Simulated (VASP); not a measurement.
All values below come from PBE GGA, VASP's PBE PAW potentials (set 64) (plane waves; VASP).

VASP input:

### POSCAR
```
SrCl2
1
    0.0000000000     3.5636390000     3.5636390000
    3.5636390000     0.0000000000     3.5636390000
    3.5636390000     3.5636390000     0.0000000000
Sr Cl
1 2
Direct
  0.0000000000   0.0000000000   0.0000000000
  0.2500000000   0.2500000000   0.2500000000
  0.7500000000   0.7500000000   0.7500000000
```

KPOINTS:
```
Automatic mesh
0
Gamma
5 5 5
0 0 0
```

**INCAR**
```
SYSTEM  =  SrCl2
PREC  =  Accurate; ENCUT  =  300; LREAL  =  .False.
LASPH  =  .True.
EDIFF  =  1E-6; NELM  =  100; ALGO  =  Normal
LMAXMIX  =  4
ISMEAR  =  -1; SIGMA  =  0.02
GGA  =  PE
ISIF  =  2
LWAVE  =  .False.; LCHARG  =  .False.
```

POTCAR, in this order: Sr_sv Cl (PBE.64 set). Program: vasp_std.

At this cut-off the stress carries a Pulay error, which pulls relaxed volumes low.

Question: What does the run give for the energy per atom (σ→0), pressure?

Answer: 
The energy per atom (σ→0) comes out as -411.0 kJ/mol of atoms and the pressure comes out as -13.2 kbar.

**OSZICAR**
```
...
DAV:   8    -0.127763738719E+02   -0.78980E-02   -0.57839E-02   400   0.142E+00    0.309E-01
DAV:   9    -0.127778260614E+02   -0.14522E-02   -0.27564E-03   448   0.299E-01    0.115E-01
DAV:  10    -0.127792581159E+02   -0.14321E-02   -0.11560E-03   368   0.220E-01    0.304E-02
DAV:  11    -0.127793318893E+02   -0.73773E-04   -0.81885E-05   480   0.512E-02    0.321E-02
DAV:  12    -0.127793486237E+02   -0.16734E-04   -0.15222E-05   352   0.225E-02    0.924E-03
DAV:  13    -0.127793509302E+02   -0.23066E-05   -0.57466E-06   464   0.127E-02    0.208E-03
DAV:  14    -0.127793509679E+02   -0.37668E-07   -0.23493E-07   272   0.358E-03
   1 F= -.12779351E+02 E0= -.12779351E+02  d E =-.721537E-11
```

The structure is a typed SrCl2 crystal (Fm-3m). The cell was not relaxed at this level. The run is one of a series of settings (KPOINTS 5×5×5 Γ-centred mesh against the base run), some of them coarse on purpose.
